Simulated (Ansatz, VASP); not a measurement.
# Cross-check of Ta (Ta wire along [110], 11 atoms a period) between VASP and Ansatz, part 2 of 2

Aim: how closely do two programs agree when they are given the same cell, functional and k mesh? Of the first pair: The structure shown is the start of the Ansatz relaxation below; VASP solves that cell, so the two are compared at the walk's first step.

VASP 6.6.1 and Ansatz 0.2.0.

So far: The starting structure; Ansatz: relaxation, PBE; VASP: single point, PBE, start cell, pair 1.

### Step 4. Differences

Known differences besides the potentials themselves: the data sets hold 143 valence electrons in Ansatz (on its PAW soft_1 files) and 121 in VASP; the cutoff is 420 eV in Ansatz and 400 eV in VASP. Total energies have different zeros and are not compared.

Forces on 8 of the 11 atoms, those with the largest forces and the largest differences (eV/Å; atoms numbered as in POSCAR):

| atom | Ansatz x, y, z | VASP x, y, z |
| --- | --- | --- |
| Ta1 | 3.005, 0.000, 0.000 | 3.009, 0.000, 0.000 |
| Ta2 | 0.944, 2.457, 0.000 | 0.943, 2.459, 0.000 |
| Ta4 | -0.944, 2.457, 0.000 | -0.943, 2.459, 0.000 |
| Ta5 | -3.005, 0.000, 0.000 | -3.009, 0.000, 0.000 |
| Ta7 | 0.000, 0.906, 0.000 | 0.000, 0.911, 0.000 |
| Ta8 | 0.000, -0.906, 0.000 | 0.000, -0.911, 0.000 |
| Ta10 | 0.944, -2.457, 0.000 | 0.943, -2.459, 0.000 |
| Ta11 | -0.944, -2.457, 0.000 | -0.943, -2.459, 0.000 |

The forces differ by 1.8 meV/Å r.m.s., which is 0.1 % of the r.m.s. force of 1.200 eV/Å (both taken over all components).

### Step 5. Ansatz: relaxation, PBE

This run makes the geometry at which the two programs are then compared. The cell compared in this pair holds 685.05 Å³, against 725.37 Å³ for the pair before.

The structure compared here is the end of the Ansatz relaxation.

This is the run of step 2 again, met here at its other cell.

### Step 6. VASP: single point, PBE, cell relaxed in part, pair 2

The same cell, functional, mesh and smearing now go to VASP, with its own data sets.

File INCAR:

```
SYSTEM = Ta
PREC = Accurate
ENCUT = 500
EDIFF = 1E-06
NELM = 120
ISMEAR = -1
SIGMA = 0.05
LREAL = .FALSE.
ALGO = Normal
GGA = PE
NBANDS = 75
LASPH = .TRUE.
LORBIT = 11
LWAVE = .FALSE.
LCHARG = .FALSE.
ISIF = 2
GGA_COMPAT = .FALSE.
KPAR = 2
```

File POSCAR:

```
Ta
1.0
   13.4400000000      0.0000000000      0.0000000000
    0.0000000000     11.4950000000      0.0000000000
    0.0000000000      0.0000000000      4.4342130253
Ta
11
Direct
    0.2655346521      0.5000082220      0.0000000000
    0.3791806798      0.3158686357      0.0000000000
    0.5000000000      0.5000082220      0.0000000000
    0.6208193202      0.3158686357      0.0000000000
    0.7344653479      0.5000082220      0.0000000000
    0.3780084436      0.5000082220      0.5000000000
    0.5000000000      0.2985676184      0.5000000000
    0.5000000000      0.7014488256      0.5000000000
    0.6219915564      0.5000082220      0.5000000000
    0.3791806798      0.6841478083      0.0000000000
    0.6208193202      0.6841478083      0.0000000000
```

File KPOINTS:

```
Automatic mesh
0
Gamma
1 1 18
0 0 0
```

The projector-augmented-wave data sets are Ta_pv (PBE family, release 64).

Started as:

```sh
> mpirun -np 2 vasp_std
```

Numbers of over 12 decimals in the logs are rounded to 6 here.

Log:

```text
[... set-up lines as in an earlier step ...]
 entering main loop
       N       E                     dE             d eps       ncg     rms          rms(c)
DAV:   1     0.931060224604E+03    0.93106E+03   -0.64621E+04  2012   0.131E+03
DAV:   2    -0.681104783401E+02   -0.99917E+03   -0.97051E+03  1753   0.346E+02
DAV:   3    -0.125593366040E+03   -0.57483E+02   -0.55149E+02  1896   0.660E+01
DAV:   4    -0.128829925684E+03   -0.32366E+01   -0.31792E+01  1976   0.128E+01
[...]
DAV:  20    -0.112358651093E+03   -0.44916E-04   -0.16616E-05  1616   0.160E-02    0.587E-03
DAV:  21    -0.112358659414E+03   -0.83210E-05   -0.75829E-06  1448   0.987E-03    0.202E-03
DAV:  22    -0.112358659262E+03    0.15149E-06   -0.90894E-07  1136   0.502E-03
   1 F= -.11235866E+03 E0= -.11229998E+03  d E =-.117366E+00
```

OUTCAR, selected parts (step 6):

```text
  Total        0.2467198     -0.7836276      0.1551719      0.0000000      0.0000000      0.0000000
  in kB        0.5770185     -1.8327174      0.3629099      0.0000000      0.0000000      0.0000000
  external PRESSURE =      -0.2975964 kB  Pullay stress =       0.0000000 kB

 POSITION                                       TOTAL-FORCE (eV/Angst)
 -----------------------------------------------------------------------------------
      3.56879      5.74759      0.00000        -0.020136     -0.000000      0.000000
      5.09619      3.63091      0.00000        -0.007787     -0.013137      0.000000
      6.72000      5.74759      0.00000         0.000000      0.000000      0.000000
      8.34381      3.63091      0.00000         0.007787     -0.013137      0.000000
      9.87121      5.74759      0.00000         0.020136     -0.000000      0.000000
      5.08043      5.74759      2.21711        -0.003147      0.000000      0.000000
      6.72000      3.43203      2.21711         0.000000     -0.005122      0.000000
      6.72000      8.06315      2.21711         0.000000      0.005122      0.000000
      8.35957      5.74759      2.21711         0.003147      0.000000      0.000000
      5.09619      7.86428      0.00000        -0.007787      0.013137      0.000000
      8.34381      7.86428      0.00000         0.007787      0.013137      0.000000
 -----------------------------------------------------------------------------------
    total drift:                               -0.000000      0.000002      0.000000

  FREE ENERGIE OF THE ION-ELECTRON SYSTEM (eV)
  ---------------------------------------------------
  free  energy   TOTEN  =      -112.3586592624 eV

  energy  without entropy=     -112.2412935625  energy(sigma->0) =     -112.29997641

[... 1 part as in an earlier step ...]

[... 2 further parts left out ...]
[key lines of the parts left out:]
E-fermi :  -0.6446
```

### Step 7. Side by side

What differs besides the data sets and the points named for the pairs above, as far as they apply: the data sets hold 143 valence electrons in Ansatz (on its PAW soft_1 files) and 121 in VASP; the cutoff is 420 eV in Ansatz and 500 eV in VASP; Ansatz's pressure holds a Pulay correction, VASP's none. Total energies have different zeros and are not compared.

Both answers:

| quantity | Ansatz | VASP | difference |
| --- | --- | --- | --- |
| pressure (GPa) | -0.06 | -0.03 | -0.03 |

The largest component of a force difference here is 19 meV/Å.

### Step 8. What came out

| Quantity | Value |
| --- | --- |
| r.m.s. force difference (single point, PBE, start cell, pair 1) | 0.15 % of the r.m.s. force |
| difference in pressure (single point, PBE, cell relaxed in part, pair 2) | -0.029 GPa |
| r.m.s. force difference (single point, PBE, cell relaxed in part, pair 2) | 8.3 meV/Å |

What this shows: The r.m.s. force difference is 8.3 meV/Å (single point, PBE, cell relaxed in part, pair 2), within the 12 meV/Å picked in this series as the mark of a large difference. The data sets hold unlike numbers of valence electrons (143 in Ansatz and 121 in VASP), so part of the differences may come from the potentials. How closely two codes agree says nothing of how well the functional describes the real material.

[Lines on the potential files, build, host, timing and source positions are cut from VASP's logs without a mark.]

[Logs are printed without paths, hosts, clocks, repeated set-up lines and the standing remarks that a program may print on its own settings, such as how far it seeks lower states.]

[Hosts, paths, dates, database ids (printed as entryN), source tags and the programs' standing remarks are cut or masked in the printed files.]
